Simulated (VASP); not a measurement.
OSZICAR of a VASP run on CdF2 (fluorite):

File OSZICAR:
```
       N       E                     dE             d eps       ncg     rms          rms(c)
DAV:   1     0.242323083423E+03    0.24232E+03   -0.11655E+04  3674   0.512E+02
DAV:   2     0.146972909976E+01   -0.24085E+03   -0.21622E+03  3975   0.192E+02
DAV:   3    -0.126297350069E+02   -0.14099E+02   -0.13932E+02  4261   0.470E+01
DAV:   4    -0.126989144650E+02   -0.69179E-01   -0.69160E-01  4148   0.345E+00
DAV:   5    -0.126990260564E+02   -0.11159E-03   -0.11159E-03  4193   0.124E-01    0.976E+00
DAV:   6    -0.109115431088E+02    0.17875E+01   -0.10125E+00  4131   0.153E+01    0.725E+00
DAV:   7    -0.109292919796E+02   -0.17749E-01   -0.53551E-01  4398   0.255E+00    0.390E+00
DAV:   8    -0.109090389585E+02    0.20253E-01   -0.65403E-02  4011   0.114E+00    0.561E-01
DAV:   9    -0.109054678876E+02    0.35711E-02   -0.63889E-03  4412   0.554E-01    0.100E-01
DAV:  10    -0.109059811740E+02   -0.51329E-03   -0.16936E-03  3861   0.215E-01    0.120E-01
DAV:  11    -0.109060285963E+02   -0.47422E-04   -0.75174E-05  4105   0.573E-02    0.407E-02
DAV:  12    -0.109060248290E+02    0.37673E-05   -0.23237E-05  3962   0.226E-02    0.260E-02
DAV:  13    -0.109060259752E+02   -0.11462E-05   -0.97566E-07  4033   0.470E-03    0.936E-03
DAV:  14    -0.109060254798E+02    0.49537E-06   -0.46030E-07  3917   0.568E-03    0.416E-04
DAV:  15    -0.109060254719E+02    0.79031E-08   -0.56263E-08  3990   0.117E-03
   1 F= -.10906025E+02 E0= -.10906025E+02  d E =-.285774E-48
 imaginary and real dielectric function
```

Which electronic solver shows in the log?

It is blocked Davidson (ALGO = Normal, or the opening steps of other solvers). The INCAR had ALGO = Normal.

Can the final energy be trusted as converged?

The run converged. It stopped with EDIFF = 1E-7, NELM = 100 (PBE GGA, plane waves, VASP's PBE PAW potentials (set 64)).

The compound is CdF2 in the fluorite structure. It was relaxed first, which changed the volume by +6 %.
